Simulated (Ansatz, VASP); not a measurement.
# SnSe2: VASP beside Ansatz

Aim: how closely do two programs agree when they are given the same cell, functional and k mesh? The cell is generated by rule, not measured, and may not be a known phase. The cell is taken from a series of runs on this material, whose earlier steps may have relaxed, scaled, displaced or heated it; both programs get it as it stands.

Program: Ansatz 0.2.0. Level of theory: plane waves, with VASP 6.6.1 beside it; single point at r2SCAN. Results are calculated unless marked as measured.

The structure was built from a prototype and need not be the compound's stable phase.

## 1. The structure

The structure is orthorhombic, space group Amm2 (No. 38). Conventional cell: a = 3.970 Å, b = 9.170 Å, c = 9.170 Å, α = 90.00°, β = 90.00°, γ = 90.00°. Nearest to Sn lie 6 Se at 2.63 to 2.82 Å. Sn has 6 Se at 2.67 to 2.92 Å nearest. Nearest to Se lie 3 Sn at 2.67 to 2.82 Å. Nearest to Se lie 3 Sn at 2.69 to 2.71 Å. Nearest to Se lie 3 Sn at 2.63 to 2.92 Å. Farther neighbours and most contacts between anions are not listed.

## 2. Ansatz: single point, r2SCAN, pair 1

Ansatz runs on its default PAW (the set named soft_2) files.

A single point gives forces, pressure and levels at one fixed geometry, so differences don't come from the geometry; what else differs is listed under the comparison.

File input.yaml:

```yaml
crystal:
  lattice:
    - [6.4844249796, 0.0, 0.0]
    - [0.0, 6.4844249796, 0.0]
    - [0.0, 0.0, 3.9702852424]
  atoms:
    - { symbol: Sn, position: [0.0060491486, -0.0060491486, 0.0] }
    - { symbol: Sn, position: [0.5126322565, 0.4873677435, 0.5] }
    - { symbol: Se, position: [0.2916864725, 0.3222196191, 0.0] }
    - { symbol: Se, position: [0.6777803809, 0.7083135275, 0.0] }
    - { symbol: Se, position: [0.8081785812, 0.1918214188, 0.5] }
    - { symbol: Se, position: [0.1942724897, 0.8057275103, 0.5] }
kpoints:
  mp_grid: { grid: [6, 6, 12] }
hamiltonian:
  xc: r2scan
scf:
  occupations: { method: methfessel_paxton, width: 0.2 }
output:
  forces: true
  stress: true
  eigenvalues: true
```

On the command line:

```bash
$ ansatz run input.yaml --threads 8 --pin off --max-ram 14336MiB --backend cpu --events-out ev --progress --plain --runs-dir out
```

Numbers of over 12 decimals in the logs are rounded to 6 here.

The program printed:

```text
Engine: ansatz 0.2.0, aarch64-unknown-linux-gnu
Pseudopotentials: kind: paw
Pseudopotential: Sn, paw, valence charge 14, recommended cutoff 500 eV (meta_gga), Sn.paw.azcp
Pseudopotential: Se, paw, valence charge 16, recommended cutoff 500 eV (meta_gga), Se.paw.azcp
Functional definition: r2SCAN
  parameter k0 = 0.174
  parameter k1 = 0.065
  parameter a1 = 4.9479
  exchange = r2scan_x(k0 = k0, k1 = k1, a1 = a1)
  correlation = r2scan_c
Crystal: 6 atoms, lattice volume = 166.942 Å³
Basis set: ecut = 500 eV, 4235 PW (Γ), exchange–correlation on 192×192×120 points (64 copies of the dense FFT grid, shifted against one another)
Bands: 56, of which v1, the nominal top of the filled ones, is band 46 counted from 1 (45 counted from 0)
Symmetry: 4 space group operations
Space group: Amm2 (ITA 38), of the structure as read, at distance tolerance 5.5e-5 Å
k-points: 91 of 432 (time reversal used)
Non-local potential: Sn, projectors of the file, l = 0: 2, l = 1: 2, l = 2: 2, l = 3: 2
Non-local potential: Se, projectors of the file, l = 0: 2, l = 1: 2, l = 2: 3, l = 3: 1
PAW form: soft (Blöchl's): semilocal exchange-correlation on the pseudo side does not see the compensation charge
PAW frozen core: Sn, regenerated for the run's functional (the file was generated under x = pbe(κ = 0.804, μ = 0.219515), c = pbe(β = 0.066725))
PAW frozen core: Se, regenerated for the run's functional (the file was generated under x = pbe(κ = 0.804, μ = 0.219515), c = pbe(β = 0.066725))
PAW one-centre angular grid: Sn, 590 points (default); XC on 249 of its mesh's 2787 points in the sphere
PAW one-centre angular grid: Se, 590 points (default); XC on 160 Gauss nodes
Initial density: superposition of atomic densities (neutral atoms: chi_scale 0, normalization atom), corrected by the library's trained network
Initial wavefunctions: pseudopotential atomic-orbital guess
Functional: x = r2scan, c = r2scan; τ floored in thin density (d = 2e-4 eV/Å³)
SCF iter   1: F=—  HF=-33991.106158 eV  |F-HF|=—  |Δ(HF+E_count)|=         —  Δρ=7.00e-3  dr2=1.12e-1  dr2_τ=1.56e-2  ethr=1.77e-3  ⟨swp⟩=7.1  Hψ=19960  notcnv=0
preconditioner: auto → Kerker (q_TF=auto, 2.470 Å⁻¹)  [metal: Δε(μ)=0.021 eV  Ē_g=10.474 eV  σ=0.200 eV  W_gap=0.09  n_scr=38 (ndim 8)  ℏωp=16.3 eV  f_vac=0.107  D(μ)=0.70/eV (n_scr^D=0)]
SCF iter   2: F=—  HF=-33991.120964 eV  |F-HF|=—  |Δ(HF+E_count)|=   1.48e-2  S|Δr|=    0.00e0  Δρ=4.11e-3  dr2=4.56e-2  dr2_τ=2.62e-4  ethr=1.21e-4  ⟨swp⟩=2.9  Hψ=10311  notcnv=0  defer=19
SCF iter   3: F=—  HF=-33991.113505 eV  |F-HF|=—  |Δ(HF+E_count)|=   7.46e-3  S|Δr|=    0.00e0  Δρ=1.26e-3  dr2=6.40e-3  dr2_τ=3.64e-5  ethr=4.96e-5  ⟨swp⟩=2.2  Hψ=5804  notcnv=0  defer=19
SCF iter   4: F=—  HF=-33991.112108 eV  |F-HF|=—  |Δ(HF+E_count)|=   1.40e-3  S|Δr|=    0.00e0  Δρ=5.31e-4  dr2=1.08e-3  dr2_τ=7.00e-6  ethr=6.96e-6  ⟨swp⟩=3.0  Hψ=9215  notcnv=0  defer=19
SCF iter   5: F=—  HF=-33991.112049 eV  |F-HF|=—  |Δ(HF+E_count)|=   5.90e-5  S|Δr|=    0.00e0  Δρ=2.11e-4  dr2=2.51e-4  dr2_τ=1.37e-6  ethr=1.18e-6  ⟨swp⟩=2.0  Hψ=5884  notcnv=0  defer=19
SCF iter   6: F=—  HF=-33991.112060 eV  |F-HF|=—  |Δ(HF+E_count)|=   1.01e-5  S|Δr|=    0.00e0  Δρ=1.24e-4  dr2=3.72e-5  dr2_τ=6.85e-7  ethr=2.73e-7  ⟨swp⟩=2.0  Hψ=7163  notcnv=0  defer=19
SCF iter   7: F=—  HF=-33991.112087 eV  |F-HF|=—  |Δ(HF+E_count)|=   2.74e-5  S|Δr|=    0.00e0  Δρ=5.40e-5  dr2=6.16e-6  dr2_τ=8.12e-8  ethr=4.05e-8  ⟨swp⟩=2.0  Hψ=8236  notcnv=0  defer=29
SCF iter   8: F=—  HF=-33991.112090 eV  |F-HF|=—  |Δ(HF+E_count)|=   3.47e-6  S|Δr|=    0.00e0  Δρ=1.41e-5  dr2=5.29e-7  dr2_τ=2.56e-8  ethr=6.70e-9  ⟨swp⟩=2.0  Hψ=8987  notcnv=0  defer=32
SCF iter   9: F=—  HF=-33991.112090 eV  |F-HF|=—  |Δ(HF+E_count)|=   2.59e-7  S|Δr|=    0.00e0  Δρ=7.89e-6  dr2=1.34e-7  dr2_τ=2.41e-9  ethr=1.09e-10  ⟨swp⟩=10.9  Hψ=24064  notcnv=0
SCF iter  10: F=-33991.112090 eV  HF=-33991.112090 eV  |F-HF|=5.41e-9  |Δ(HF+E_count)|=   8.10e-8  S|Δr|=    0.00e0  Δρ=2.17e-6  dr2=1.47e-8  dr2_τ=1.26e-10  ethr=1.09e-10  ⟨swp⟩=5.1  Hψ=17691  notcnv=0
SCF 1 converged in 10 iterations: F = -33991.112090 eV  dr2 = 1.47e-8
  greatest PAW one-centre occupation: 1.000 electrons in one spin orbital (limit 2), on the Se atom at site 4 (counted from 0), in its partial waves of l = 2
SCF converged after 10 iterations
Stability not checked: this state was not tested for a lower state beside it, because cold or Methfessel-Paxton smearing, or corrected tetrahedra, fill the levels in a way that the test cannot read (fill_not_monotonic; see scf.lower_state_search)
Free energy (F): -33991.112090 eV
Harris-Foulkes:  -33991.112090 eV  (|F-HF|=5.41e-9)
Internal energy: -33991.114867 eV  (E = F + TS)
E sigma→0 (E₀):  -33991.112784 eV
Entropy (-TS):   0.002777 eV (0.463 meV/atom)
Fermi energy:    7.208020 eV
--- Per-component energies (eV) ---
  E_band       = -1892.622852
  E_kinetic    = 846.986445
  E_local      = -12444.608036  (includes V_loc(G=0)·N_el)
  E_nonlocal   = -2444.705520
  E_hartree    = 6328.554851
  E_xc         = -1138.404924
  E_vxc        = -626.315794  (∫ρ·V_xc dr)
  E_paw        = -16027.940944  (= ΣΔE_a)
  E_vpaw       = 85.492242  (= ΣTr[D̂ρ^β])
  E_aug_tail   = -0.000836  (compensation charges beyond the density's cutoff)
  E_vtau       = 33.423741  (kinetic-family band-sum trace: ∫τ·v_τ [+ j·A + Jᵃ·Aᵃ] dr)
  E_ewald      = -9105.407461
  E_core_change = -5.588441  (= ΣΔE_core)
  E_smearing   = 0.002777  (= −TS)
  E_closure    = -0.000000  (closes the sum)
  Σ components = -33991.112090   (vs F -33991.112090, Δ=0.00e0)
--- Forces (eV/Å), atoms counted from 1 ---
  atom   1  Sn     0.04546489    -0.04546489     0.00000000
  atom   2  Sn     0.07255501    -0.07255501     0.00000000
  atom   3  Se    -0.04325833     0.10084271     0.00000000
  atom   4  Se    -0.10084271     0.04325833     0.00000000
  atom   5  Se     0.04234429    -0.04234429     0.00000000
  atom   6  Se    -0.01626389     0.01626389     0.00000000
  max |Σ_I F_I| component: 7.39e-7 eV/Å
--- Stress (GPa, compression-positive) ---
       -0.030841      -0.538357       0.000000
       -0.538357      -0.030841       0.000000
        0.000000       0.000000      -0.157454
  P = ⅓ Tr σ = -0.0730 GPa (-0.730 kbar)
--- Band table (eV; the first three rows and the last of 91) ---
  k-point 0: bands = [... 42 lower, 6.0881, 6.1265, 6.7418, 6.7590, 7.4599, 8.7767, 10.0933, 10.1007, ... 6 higher]
  k-point 1: bands = [... 42 lower, 5.7258, 6.7126, 6.8085, 6.8096, 7.4100, 9.0686, 10.4475, 10.4674, ... 6 higher]
  k-point 2: bands = [... 42 lower, 4.9786, 6.7499, 6.7596, 7.2511, 7.4328, 9.6454, 10.9422, 11.1778, ... 6 higher]
  k-point 90: bands = [... 42 lower, 6.1195, 6.1518, 6.4153, 6.4157, 7.6704, 7.6923, 11.8569, 11.9986, ... 6 higher]
```

Reading the cycles: dr2 is the Hartree energy of the density residual (eV), the measure of convergence; HF is the Harris–Foulkes estimate of the energy, which meets the free energy F at convergence.

The run ends at a pressure of -0.07 GPa, with forces up to 0.11 eV/Å.

## 3. VASP: single point, r2SCAN, pair 1

The same cell, functional, mesh and smearing now go to VASP, with its own data sets.

Lines of VASP's logs that name or quote its potential files are left out, and so is its time.

File INCAR:

```
SYSTEM = SnSe2
PREC = Accurate
ENCUT = 550
EDIFF = 1E-06
NELM = 120
ISMEAR = 1
SIGMA = 0.2
LREAL = .FALSE.
ALGO = Normal
METAGGA = R2SCAN
LASPH = .TRUE.
NBANDS = 32
LORBIT = 11
LWAVE = .FALSE.
LCHARG = .FALSE.
ISIF = 2
GGA_COMPAT = .FALSE.
LMIXTAU = .TRUE.
KPAR = 2
```

File POSCAR:

```
SnSe2
1.0
    6.4844249796      0.0000000000      0.0000000000
    0.0000000000      6.4844249796      0.0000000000
    0.0000000000      0.0000000000      3.9702852424
Sn Se
2 4
Direct
    0.0060491486      0.9939508514      0.0000000000
    0.5126322565      0.4873677435      0.5000000000
    0.2916864725      0.3222196191      0.0000000000
    0.6777803809      0.7083135275      0.0000000000
    0.8081785812      0.1918214188      0.5000000000
    0.1942724897      0.8057275103      0.5000000000
```

File KPOINTS:

```
Automatic mesh
0
Gamma
6 6 12
0 0 0
```

Potentials, in the order of the species: Sn_d and Se (PBE family, release 64).

On the command line:

```bash
$ mpirun -np 2 vasp_std
```

The program printed:

```text
[banner, memory and clock lines left out]
running    2 mpi-ranks, on    1 nodes
 distrk:  each k-point on    1 cores,    2 groups
 distr:  one band on    1 cores,    1 groups

 POSCAR found type information on POSCAR SnSe
 POSCAR found :  2 types and       6 ions
|                                                                             |
|               ----> ADVICE to this user running VASP <----                  |
|                                                                             |
|     You enforced a specific xc type in the INCAR file but a different       |
|     [... a line on the potential file left out ...]
|     I HOPE YOU KNOW WHAT YOU ARE DOING!                                     |
|                                                                             |

 LDA part: xc-table for (None), standard interpolation
 POSCAR, INCAR and KPOINTS ok, starting setup
 FFT: planning ... GRIDC
 FFT: planning ... GRID_SOFT
 FFT: planning ... GRID
 WAVECAR not read
 entering main loop
       N       E                     dE             d eps       ncg     rms          rms(c)
DAV:   1     0.432146190728E+03    0.43215E+03   -0.24837E+04  5992   0.194E+03
DAV:   2    -0.378802880732E+02   -0.47003E+03   -0.45785E+03  5976   0.517E+02
DAV:   3    -0.113375202064E+03   -0.75495E+02   -0.73848E+02  7032   0.178E+02
DAV:   4    -0.117289554775E+03   -0.39144E+01   -0.38897E+01  6944   0.438E+01
DAV:   5    -0.117405908710E+03   -0.11635E+00   -0.11631E+00  8688   0.781E+00    0.786E+00
DAV:   6    -0.112141249083E+03    0.52647E+01   -0.36166E+00  8184   0.234E+01    0.528E+00
DAV:   7    -0.106189528962E+03    0.59517E+01   -0.17909E+00  6928   0.709E+00    0.178E+00
DAV:   8    -0.107894196647E+03   -0.17047E+01   -0.14074E+00  6560   0.732E+00    0.107E+00
DAV:   9    -0.107892691390E+03    0.15053E-02   -0.23738E-01  6552   0.303E+00    0.649E-01
DAV:  10    -0.107929316993E+03   -0.36626E-01   -0.33432E-02  6976   0.144E+00    0.341E-01
DAV:  11    -0.108029387709E+03   -0.10007E+00   -0.16067E-01  6040   0.278E+00    0.194E-01
DAV:  12    -0.108034887969E+03   -0.55003E-02   -0.98735E-03  7176   0.590E-01    0.211E-01
DAV:  13    -0.108038394875E+03   -0.35069E-02   -0.56373E-04  6648   0.180E-01    0.153E-01
DAV:  14    -0.108044285235E+03   -0.58904E-02   -0.28101E-03  6352   0.438E-01    0.115E-01
DAV:  15    -0.108046644183E+03   -0.23589E-02   -0.50690E-03  6320   0.568E-01    0.175E-01
DAV:  16    -0.108046356042E+03    0.28814E-03   -0.35752E-04  7032   0.156E-01    0.129E-01
DAV:  17    -0.108046621345E+03   -0.26530E-03   -0.49881E-04  6816   0.171E-01    0.197E-02
DAV:  18    -0.108046726703E+03   -0.10536E-03   -0.82325E-05  6944   0.585E-02    0.470E-03
DAV:  19    -0.108046740181E+03   -0.13478E-04   -0.26595E-05  6496   0.406E-02    0.241E-02
DAV:  20    -0.108046741085E+03   -0.90351E-06   -0.96605E-06  6104   0.262E-02
   1 F= -.10804674E+03 E0= -.10804767E+03  d E =0.280052E-02
```

Parts of OUTCAR (step 3):

```text
ion  position               nearest neighbor table
   1  0.006  0.994  0.000-   6 2.63   6 2.63   5 2.69   5 2.69   3 2.82   4 2.82
   2  0.513  0.487  0.500-   3 2.67   4 2.67   3 2.67   4 2.67   5 2.71   6 2.92
   3  0.292  0.322  0.000-   2 2.67   2 2.67   1 2.82
   4  0.678  0.708  0.000-   2 2.67   2 2.67   1 2.82
   5  0.808  0.192  0.500-   1 2.69   1 2.69   2 2.71
   6  0.194  0.806  0.500-   1 2.63   1 2.63   2 2.92

  LATTYP: Found a simple tetragonal cell.
 ALAT       =     6.4844249796
 C/A-ratio  =     0.6122802338

 Subroutine GETGRP returns: Found  4 space group operations
 (whereof  4 operations were pure point group operations)

The static configuration has the point symmetry C_2v.

 Found     91 irreducible k-points:

   k-points           NKPTS =     91   k-points in BZ     NKDIM =     91   number of bands    NBANDS=     32

   dimension x,y,z NGX =    50 NGY =   50 NGZ =   30
   dimension x,y,z NGXF=   100 NGYF=  100 NGZF=   60

   ENCUT  =  550.0 eV  40.42 Ry    6.36 a.u.  12.40 12.40  7.59*2*pi/ulx,y,z

   NELECT =      52.0000    total number of electrons

 k-points in reciprocal lattice and weights: Automatic mesh
   0.00000000  0.00000000  0.00000000       0.002
   0.16666667  0.00000000  0.00000000       0.009
   0.33333333  0.00000000  0.00000000       0.009
   0.50000000  0.00000000  0.00000000       0.005
   0.16666667  0.16666667  0.00000000       0.005
  -0.16666667  0.16666667  0.00000000       0.005
   0.33333333  0.16666667  0.00000000       0.009
  -0.16666667  0.33333333  0.00000000       0.009
   0.50000000  0.16666667  0.00000000       0.009
[...]
0.50000000  0.33333333  0.50000000       0.009
   0.50000000  0.50000000  0.50000000       0.002

 average (electrostatic) potential at core
       1-109.4641       2-109.4586       3 -58.6241       4 -58.6241       5 -58.6700
       6 -58.5852

 E-fermi :   3.5577

 k-point     1 :       0.0000    0.0000    0.0000
  band No.  band energies     occupation
    ...
     22       2.3698      2.00000
     23       2.4346      2.00000
     24       2.4726      2.00000
     25       3.0911      2.00472
     26       3.1078      2.00658
     27       3.8109     -0.07043
     28       5.1249     -0.00000
     29       6.4426     -0.00000
     30       6.4503     -0.00000
     31       7.4143     -0.00000
    ...

 k-point     2 :       0.1667    0.0000    0.0000
  band No.  band energies     occupation
    ...
     22       1.9847      2.00000
     23       2.4562      2.00000
     24       2.5324      2.00000
     25       3.0613      2.00251
     26       3.2719      2.06130
     27       3.6628      0.23241
     28       5.0900     -0.00000
     29       6.4528     -0.00000
     30       6.6532     -0.00000
     31       7.5418     -0.00000
    ...

 k-point     3 :       0.3333    0.0000    0.0000
  band No.  band energies     occupation
    ...
     22       1.4932      2.00000
     23       2.5022      2.00000
     24       2.6055      2.00000
     25       2.8810      2.00002
     26       3.1758      2.02119
     27       3.8062     -0.07082
     28       4.8447     -0.00000
     29       6.6387     -0.00000
     30       7.0236     -0.00000
     31       7.9052      0.00000
    ...

  Total       -0.0409804     -0.0409804     -0.1368896     -0.5606717      0.0000000      0.0000000
  in kB       -0.3932984     -0.3932984     -1.3137610     -5.3808958      0.0000000      0.0000000
  external PRESSURE =      -0.7001193 kB  Pullay stress =       0.0000000 kB

  energy-cutoff  :      550.00
  volume of cell :      166.94
      direct lattice vectors                 reciprocal lattice vectors
     6.484424980  0.000000000  0.000000000     0.154215679  0.000000000  0.000000000
     0.000000000  6.484424980  0.000000000     0.000000000  0.154215679  0.000000000
     0.000000000  0.000000000  3.970285242     0.000000000  0.000000000  0.251871072

 POSITION                                       TOTAL-FORCE (eV/Angst)
 -----------------------------------------------------------------------------------
      0.03923      6.44520      0.00000         0.043248     -0.043248      0.000000
      3.32413      3.16030      1.98514         0.073220     -0.073220      0.000000
      1.89142      2.08941      0.00000        -0.046352      0.098276      0.000000
      4.39502      4.59301      0.00000        -0.098276      0.046352      0.000000
      5.24057      1.24385      1.98514         0.040374     -0.040374      0.000000
      1.25975      5.22468      1.98514        -0.012214      0.012214      0.000000
 -----------------------------------------------------------------------------------
    total drift:                                0.000759     -0.000759     -0.000000

  FREE ENERGIE OF THE ION-ELECTRON SYSTEM (eV)
  ---------------------------------------------------
  free  energy   TOTEN  =      -108.0467410846 eV

  energy  without entropy=     -108.0495416024  energy(sigma->0) =     -108.04767459

 total charge
# of ion       s       p       d       tot
------------------------------------------
    1        1.052   0.988  10.090  12.131
    2        1.054   0.987  10.088  12.128
    3        1.472   2.366   0.023   3.861
    4        1.472   2.366   0.023   3.861
    5        1.469   2.382   0.023   3.874
    6        1.473   2.369   0.024   3.867
--------------------------------------------------
tot          7.992  11.458  20.271  39.722

[... 3 further parts left out ...]
```

The run ends at a pressure of -0.07 GPa, with forces up to 0.11 eV/Å.

## 4. Comparison

Known differences besides the potentials themselves: VASP keeps PBE cores, Ansatz makes them for the functional; the data sets hold 92 valence electrons in Ansatz (on its default PAW (the set named soft_2) files) and 52 in VASP; the cutoff is 500 eV in Ansatz and 550 eV in VASP. Total energies have different zeros and are not compared.

Compared:

```csv
quantity,Ansatz,VASP,difference
pressure (GPa),-0.07,-0.07,0.00
```

Forces (eV/Å; atoms numbered as in POSCAR):

```csv
atom,"Ansatz x, y, z","VASP x, y, z"
Sn1,"0.045, -0.045, 0.000","0.043, -0.043, 0.000"
Sn2,"0.073, -0.073, 0.000","0.073, -0.073, 0.000"
Se3,"-0.043, 0.101, 0.000","-0.046, 0.098, 0.000"
Se4,"-0.101, 0.043, 0.000","-0.098, 0.046, 0.000"
Se5,"0.042, -0.042, 0.000","0.040, -0.040, 0.000"
Se6,"-0.016, 0.016, 0.000","-0.012, 0.012, 0.000"
```

The forces differ by 2.2 meV/Å r.m.s., which is 4.5 % of the r.m.s. force of 0.048 eV/Å (both taken over all components). VASP's last cycles still show a density residual of 2e-03, so its state may not be settled.

[end of part 1 of 2]

[Lines on the potential files, build, host, timing and source positions are cut from VASP's logs without a mark.]

[Logs are printed without paths, hosts, clocks, repeated set-up lines and the standing remarks that a program may print on its own settings, such as how far it seeks lower states.]

[Hosts, paths, dates, database ids (printed as entryN), source tags and the programs' standing remarks are cut or masked in the printed files.]
